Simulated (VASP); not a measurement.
Energy against volume of Be (hcp). Method: PBE GGA with D4 dispersion, VASP's PBE PAW potentials (set 64) (plane waves; VASP). Numerical set-up: 520 eV cut-off, 18×18×10 Γ-centred mesh, first-order Methfessel-Paxton smearing of 0.10 eV, potentials Be.

Shape and ions are relaxed at each volume.

```tsv
V (Å³/atom)	E (eV/atom)
7.305	-3.86756
7.539	-3.87667
7.772	-3.87950
8.005	-3.87680
```

Fit these four points and predict the energy of the run at 8.238 Å³/atom.

A cubic in V^(−2/3), the third-order Birch-Murnaghan form, passes through the four points with V0 = 7.77 Å³/atom and B0 = 127 GPa, and gives -3.8692 eV/atom there. The run gave -3.8692 eV/atom, -0.1 meV/atom from the fit; all five points give B0 = 126 GPa.

The compound is Be in the hcp structure. It was relaxed first.
